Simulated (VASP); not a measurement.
**TeWO$_{6}$ (space group Fm-3m): computed properties**

Computed with LDA (Ceperley-Alder, Perdew-Zunger), VASP's LDA PAW potentials (set 64) (plane waves; VASP).

```json
{
 "space_group": "Fm-3m (225)",
 "cell": "a = 7.5340 Å, b = 7.5340 Å, c = 7.5340 Å, α = 90.00°, β = 90.00°, γ = 90.00°",
 "volume_per_atom": "13.36 Å³/atom",
 "band gap (over mesh and band path)": "1.74 eV",
 "smallest direct gap (over mesh and band path)": "1.76 eV",
 "band_edge_character": "indirect, Γ to X",
 "density": "6.33 g/cm³",
 "optical Γ-point spectrum": "101i (×3), 231 (×3), 243 (×3), 346 (×3), 415 (×3), 706 (×2), 769 (×3), 1048 cm⁻¹"
}
```

```
WO6Te
1.0
    0.00000     3.76700     3.76700
    3.76700     0.00000     3.76700
    3.76700     3.76700     0.00000
Te W O
1 1 6
Cartesian
  3.76700   3.76700   3.76700
  0.00000   0.00000   0.00000
  3.76700   3.76700   5.65037
  3.76700   3.76700   1.88363
  5.65037   3.76700   3.76700
  1.88363   3.76700   3.76700
  3.76700   5.65037   3.76700
  3.76700   1.88363   3.76700
```

Unless said otherwise, spin-orbit coupling is left out, though it shifts the bands of the heavy elements here.

The structure comes from a computed database's TeWO6 entry (Fm-3m); how it stands against other phases isn't given here. It was relaxed first. Symmetry was kept, so distortions that lower it aren't found.
